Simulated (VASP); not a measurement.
A VASP calculation is set up with these files.

POSCAR:
```
ZnSO4
1
    0.0000000000     3.8728050000     3.8728050000
    3.8728050000     0.0000000000     3.8728050000
    3.8728050000     3.8728050000     0.0000000000
Zn S O
1 1 4
Direct
  0.2500000000   0.2500000000   0.2500000000
  0.0000000000   0.0000000000   0.0000000000
  0.6751300000   0.1082900000   0.1082900000
  0.1082900000   0.1082900000   0.6751300000
  0.1082900000   0.6751300000   0.1082900000
  0.1082900000   0.1082900000   0.1082900000
```

KPOINTS:
```
Automatic mesh
0
Gamma
5 5 5
0 0 0
```

**INCAR**
```
SYSTEM=ZnSO4
PREC=Accurate; ENCUT=400; LREAL=F
LASPH=T
EDIFF=1E-6; NELM=100; ALGO=Normal
LMAXMIX=4
ISMEAR=0; SIGMA=0.01
GGA=PS
ISIF=2
LWAVE=F; LCHARG=F
```

POTCAR, in this order: Zn S O (PBE.64 set). Program: vasp_std.

**Question.** Write an equivalent input for Quantum ESPRESSO's pw.x.

**Answer.** One equivalent input (not run):
```
&CONTROL
  calculation = 'scf'
  pseudo_dir = './pseudo'
  outdir = './out'
  tprnfor = .true.
  tstress = .true.
/
&SYSTEM
  ibrav = 0
  nat = 6
  ntyp = 3
  ecutwfc = 84
  occupations = 'smearing'
  smearing = 'gaussian'
  degauss = 0.000735
  input_dft = 'pbesol'
/
&ELECTRONS
  conv_thr = 7.3e-08
  electron_maxstep = 100
/
ATOMIC_SPECIES
  Zn 65.380 Zn.upf
  S 32.060 S.upf
  O 15.999 O.upf
CELL_PARAMETERS angstrom
     0.0000000    3.8728050    3.8728050
     3.8728050    0.0000000    3.8728050
     3.8728050    3.8728050    0.0000000
ATOMIC_POSITIONS crystal
  Zn   0.2500000  0.2500000  0.2500000
  S    0.0000000  0.0000000  0.0000000
  O    0.6751300  0.1082900  0.1082900
  O    0.1082900  0.1082900  0.6751300
  O    0.1082900  0.6751300  0.1082900
  O    0.1082900  0.1082900  0.1082900
K_POINTS automatic
  5 5 5 0 0 0
```
The two are equivalent in intent, not identical: the potentials are each code's own (VASP's PAW set, PseudoDojo norm-conserving files in pw.x), so ENCUT and ecutwfc are chosen apart and not converted; conv_thr bounds pw.x's estimated SCF error, while EDIFF bounds the energy change between steps.

The structure comes from a computed database's ZnSO4 entry (F-43m); how it stands against other phases isn't given here. The cell was not relaxed at this level.
